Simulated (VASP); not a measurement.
# SiNi2: the relaxed cell at several levels of theory, part 3 of 3

How much does the relaxed cell of SiNi2 depend on the functional? The starting structure is a measured crystal structure from the Crystallography Open Database. The first relaxation on each setting starts from this cell expanded by 3 % in volume.

VASP 6.6.1.

Results so far: PBEsol 10.61 Å³ an atom; LDA 10.33 Å³ an atom; PBE 11.04 Å³ an atom.

## Step 5: Relaxation with PBEsol + D3(BJ) (continued)

Level of this step: PBEsol with D3(BJ), spin-polarised from a ferromagnetic start; plane waves and PAW (Ni, Si) (VASP).

OUTCAR, selected parts (step 5):

```text
 Edisp (eV)   -5.62633

 Edisp (eV)   -5.62507

  Total      -0.00467     0.03287     0.01776     0.00000     0.00000     0.00000
  in kB      -0.06056     0.42666     0.23045     0.00000     0.00000     0.00000
  external pressure =        0.20 kB  Pullay stress =        0.00 kB

 POSITION                                       TOTAL-FORCE (eV/Angst)
 -----------------------------------------------------------------------------------
      1.58246      2.75829      6.52505         0.001601     -0.000000     -0.002498
      3.25137      0.91943      0.41898        -0.001601      0.000000      0.002498
      0.83445      0.91943      3.05304        -0.001601      0.000000     -0.002498
      3.99938      2.75829      3.89100         0.001601     -0.000000      0.002498
      2.20345      2.75829      2.01375         0.003807     -0.000000     -0.000398
      2.63038      0.91943      4.93028        -0.003807      0.000000      0.000398
      0.21346      0.91943      5.48577        -0.003807     -0.000000     -0.000398
      4.62037      2.75829      1.45826         0.003807      0.000000      0.000398
      3.84604      2.75829      6.16405         0.003877     -0.000000      0.001020
      0.98780      0.91943      0.77998        -0.003877      0.000000     -0.001020
      3.40471      0.91943      2.69204        -0.003877      0.000000      0.001020
      1.42912      2.75829      4.25200         0.003877     -0.000000     -0.001020
 -----------------------------------------------------------------------------------
    total drift:                                0.000000      0.000000      0.000000

  FREE ENERGIE OF THE ION-ELECTRON SYSTEM (eV)
  ---------------------------------------------------
  free  energy   TOTEN  =       -85.1750157560 eV

  energy  without entropy=      -85.1742911432  energy(sigma->0) =      -85.17477422

 magnetization (x)
# of ion       s       p       d       tot
------------------------------------------
    1       -0.000   0.000  -0.000  -0.000
    2       -0.000   0.000  -0.000  -0.000
    3       -0.000   0.000  -0.000  -0.000
    4       -0.000   0.000  -0.000  -0.000
    5       -0.000   0.000  -0.000  -0.000
    6       -0.000   0.000  -0.000  -0.000
    7       -0.000   0.000  -0.000  -0.000
    8       -0.000   0.000  -0.000  -0.000
    9        0.000   0.000   0.000   0.000
   10        0.000   0.000   0.000   0.000
   11        0.000   0.000   0.000   0.000
   12        0.000   0.000   0.000   0.000
--------------------------------------------------
tot         -0.000   0.000  -0.000  -0.000

[... 2 parts as in an earlier step ...]

[... 2 further parts left out ...]
[key lines of the parts left out:]
E-fermi :  11.9512
```

With PBEsol + D3(BJ) the relaxed cell holds 10.287 Å³ an atom, -5.40 % against the measured cell, with a = 4.834 Å, b = 3.678 Å and c = 6.944 Å. That is -3.08 % from PBEsol.

## Step 6: Relaxation with r2SCAN

r2SCAN adds the kinetic-energy density, costs more than a GGA and is run with LASPH. This run starts from the cell of an earlier relaxation, which isn't shown and was stopped at its time limit.

Contents of INCAR:

```
SYSTEM = SiNi2
PREC = Accurate
ENCUT = 450
EDIFF = 1E-06
NELM = 100
ISMEAR = 1
SIGMA = 0.15
LREAL = .FALSE.
ALGO = Normal
METAGGA = R2SCAN
LASPH = .TRUE.
NBANDS = 71
ISPIN = 2
MAGMOM = 1 1 1 1 1 1 1 1 0 0 0 0
LMAXMIX = 4
LORBIT = 11
LWAVE = .FALSE.
LCHARG = .FALSE.
KPAR = 16
IBRION = 2
NSW = 50
ISIF = 3
EDIFFG = -0.006
```

Contents of POSCAR:

```
SiNi2
1.0
    4.9546087393      0.0000000000      0.0000000000
    0.0000000000      3.6975543068      0.0000000000
    0.0000000000      0.0000000000      6.9878982320
Ni Si
8 4
Direct
    0.3294240709      0.7500000000      0.9396964780
    0.6705759291      0.2500000000      0.0603035220
    0.1705759291      0.2500000000      0.4396964780
    0.8294240709      0.7500000000      0.5603035220
    0.4592427842      0.7500000000      0.2947117685
    0.5407572158      0.2500000000      0.7052882315
    0.0407572158      0.2500000000      0.7947117685
    0.9592427842      0.7500000000      0.2052882315
    0.7868420766      0.7500000000      0.8858249832
    0.2131579234      0.2500000000      0.1141750168
    0.7131579234      0.2500000000      0.3858249832
    0.2868420766      0.7500000000      0.6141750168
```

Contents of KPOINTS:

```
Automatic mesh
0
Gamma
6 8 4
0 0 0
```

The projector-augmented-wave data sets are Ni and Si (PBE family, release 64).

Command:

```sh
$ mpirun -np 16 vasp_std
```

What it wrote:

```text
[banner, memory and clock lines left out]
running   16 mpi-ranks, on    1 nodes
[...]
[... a notice as in an earlier step ...]

 [... a notice as in an earlier step ...]

 LDA part: xc-table for (None), standard interpolation
 POSCAR, INCAR and KPOINTS ok, starting setup
[...]
entering main loop
       N       E                     dE             d eps       ncg     rms          rms(c)
DAV:   1     0.660517615490E+03    0.66052E+03   -0.37197E+04 17040   0.165E+03
DAV:   2    -0.692008862423E+02   -0.72972E+03   -0.67871E+03 17040   0.374E+02
DAV:   3    -0.154332495370E+03   -0.85132E+02   -0.76982E+02 17852   0.148E+02
DAV:   4    -0.157429607019E+03   -0.30971E+01   -0.30674E+01 19428   0.302E+01
[...]
DAV:  17    -0.137076981597E+03   -0.27831E-05   -0.30947E-06 14200   0.102E-02    0.598E-03
DAV:  18    -0.137076983303E+03   -0.17064E-05   -0.82793E-07 10060   0.638E-03    0.217E-03
DAV:  19    -0.137076983689E+03   -0.38640E-06   -0.15905E-07  9934   0.218E-03
[...]
[... from here on, the cycles between the ionic steps are left out ...]
   2 F= -.13707750E+03 E0= -.13707451E+03  d E =-.511572E-03  mag=     0.0000
   3 F= -.13707756E+03 E0= -.13707460E+03  d E =-.573519E-03  mag=    -0.0000
   4 F= -.13707746E+03 E0= -.13707456E+03  d E =-.474906E-03  mag=    -0.0000
   5 F= -.13707756E+03 E0= -.13707462E+03  d E =-.572540E-03  mag=    -0.0000
   6 F= -.13707756E+03 E0= -.13707461E+03  d E =-.577685E-03  mag=     0.0000
   7 F= -.13707781E+03 E0= -.13707490E+03  d E =-.248635E-03  mag=     0.0000
   8 F= -.13707838E+03 E0= -.13707559E+03  d E =-.814960E-03  mag=     0.0000
   9 F= -.13707890E+03 E0= -.13707638E+03  d E =-.133825E-02  mag=     0.0000
  10 F= -.13707913E+03 E0= -.13707665E+03  d E =-.228051E-03  mag=     0.0000
  11 F= -.13707920E+03 E0= -.13707678E+03  d E =-.297997E-03  mag=     0.0000
  12 F= -.13707920E+03 E0= -.13707678E+03  d E =-.301374E-03  mag=     0.0000
  13 F= -.13707918E+03 E0= -.13707673E+03  d E =-.275728E-03  mag=    -0.0000
[...]
hard stop encountered!  aborting job ...
[...]
|     The electronic self-consistency was not achieved in the given           |
[...]
soft stop encountered!  aborting job ...
  14 F= -.13707927E+03 E0= -.13707683E+03  d E =-.732903E-02  mag=    -0.0000
 deleting file STOPCAR
```

Elapsed: 26 min, on 16 MPI ranks of AMD EPYC 7R43, shared host; peak memory 11 GiB.

The run was stopped at its time limit, after 14 ionic steps.

## Step 7: The runs compared

| level | ended | volume (Å³/atom) | against the measured cell (%) | a (Å) | b (Å) | c (Å) | pressure left (GPa) | core minutes |
| --- | --- | --- | --- | --- | --- | --- | --- | --- |
| PBEsol | converged | 10.614 | -2.39 | 4.9045 | 3.7075 | 7.0048 | 0.04 | 289.0 |
| LDA | converged | 10.33 | -5.01 | 4.8618 | 3.674 | 6.9396 | 0.0 | 248.0 |
| PBE | converged | 11.044 | 1.55 | 5.0164 | 3.7372 | 7.0689 | -0.03 | 212.0 |
| PBEsol + D3(BJ) | converged | 10.287 | -5.4 | 4.8338 | 3.6777 | 6.944 | 0.02 | 389.0 |
| r2SCAN | cut off by time | - | - | - | - | - | - | 822.0 |

Core minutes are wall time times ranks, summed over the relaxations behind a row (those for a bulk modulus apart), on shared hosts.

## Step 8: Outcome

| Item | Value |
| --- | --- |
| volume, PBEsol | 10.61 Å³/atom |
| volume, LDA | 10.33 Å³/atom |
| volume, PBE | 11.04 Å³/atom |
| volume, PBEsol + D3(BJ) | 10.29 Å³/atom |

What this shows: Across 4 levels the volume of SiNi2 spans 7.4 %, from 10.29 Å³ an atom (PBEsol + D3(BJ)) to 11.04 Å³ (PBE). Against the measured volume of the starting structure, PBE comes nearest (+1.6 %) and PBEsol + D3(BJ) lies farthest (-5.4 %). The measured cell holds zero-point expansion and, unless it was taken cold, thermal expansion, which the runs lack, so small differences decide nothing. Adding D3(BJ) to PBEsol changes the volume by -3.1 %. All runs keep the symmetry of the start, so they can't find a distortion of lower symmetry. No result to use came from r2SCAN. Further runs on this material are not shown.

[Lines on the potential files, build, host, timing and source positions are cut from VASP's logs without a mark.]

[Logs are printed without paths, hosts, clocks, repeated set-up lines and the standing remarks that a program may print on its own settings, such as how far it seeks lower states.]

[Hosts, paths, dates, database ids (printed as entryN), source tags and the programs' standing remarks are cut or masked in the printed files.]
